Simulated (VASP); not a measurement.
VASP runs on WCl₆ (space group R-3) share one base input (PBEsol GGA, plane waves, VASP's PBE PAW potentials (set 64)) and change the settings named in each case.

**POSCAR**
```
WCl6
1
    3.0440000000     1.7574540000     5.5600000000
   -3.0440000000     1.7574540000     5.5600000000
    0.0000000000    -3.5149080000     5.5600000000
W Cl
1 6
Direct
  0.0000000000   0.0000000000   0.0000000000
  0.3750000000   0.0800000000   0.7850000000
  0.7850000000   0.3750000000   0.0800000000
  0.0800000000   0.7850000000   0.3750000000
  0.6250000000   0.9200000000   0.2150000000
  0.2150000000   0.6250000000   0.9200000000
  0.9200000000   0.2150000000   0.6250000000
```

**INCAR**
```
SYSTEM = WCl6
PREC = Accurate
ENCUT = 300
EDIFF = 1E-6
NELM = 100
ALGO = Normal
LREAL = .FALSE.
LASPH = .TRUE.
ISMEAR = 0
SIGMA = 0.05
GGA = PS
LMAXMIX = 6
LWAVE = .FALSE.
LCHARG = .FALSE.
ISIF = 2
```

### KPOINTS
```
Automatic mesh
0
Gamma
4 4 4
0 0 0
```

POTCAR, in this order: W_sv Cl (PBE.64 set). Program: vasp_std.

```tsv
change	E(σ→0) (eV/atom)	pressure (GPa)	largest force (eV/Å)
base run	-4.4980	4.46	1.227
GGA removed, POTCAR W_sv Cl (LDA.64 set)	-4.7608	?	?
GGA_COMPAT = .FALSE., LNONCOLLINEAR = .TRUE., LSORBIT = .TRUE., MAGMOM = 0.0 0.0 0.0 0.0 0.0 0.0 0.0 0.0 0.0 0.0 0.0 0.0 0.0 0.0 0.0 0.0 0.0 0.0 0.0 0.0 0.0, program vasp_ncl	-4.6020	?	?
KPOINTS 5×5×5 Γ-centred mesh	-4.4981	4.45	1.227
```

**Question.** Some entries are withheld; supply them.

**Answer.** 
- GGA_COMPAT = .FALSE., LNONCOLLINEAR = .TRUE., LSORBIT = .TRUE., MAGMOM = 0.0 0.0 0.0 0.0 0.0 0.0 0.0 0.0 0.0 0.0 0.0 0.0 0.0 0.0 0.0 0.0 0.0 0.0 0.0 0.0 0.0, program vasp_ncl, pressure (GPa): 4.55
- GGA_COMPAT = .FALSE., LNONCOLLINEAR = .TRUE., LSORBIT = .TRUE., MAGMOM = 0.0 0.0 0.0 0.0 0.0 0.0 0.0 0.0 0.0 0.0 0.0 0.0 0.0 0.0 0.0 0.0 0.0 0.0 0.0 0.0 0.0, program vasp_ncl, largest force (eV/Å): 1.251
- GGA removed, POTCAR W_sv Cl (LDA.64 set), pressure (GPa): 2.50
- GGA removed, POTCAR W_sv Cl (LDA.64 set), largest force (eV/Å): 1.108

Energies of different potentials or functionals have different zeros.  Unless said otherwise, spin-orbit coupling is left out, though it shifts the bands of the heavy elements here. At 300 eV the pressure can carry a Pulay error.

Left out are runs that ran out of time, are held back, or changed the cell or the kind of run, fixed moments of cells without a moment, rows past the twelfth, gaps on odd meshes, pressures of charged cells and columns that move by less than the noise.

The structure comes from a measured WCl6 entry of the Crystallography Open Database, whose conditions weren't checked. The cell was not relaxed at this level, forces remain on its atoms.
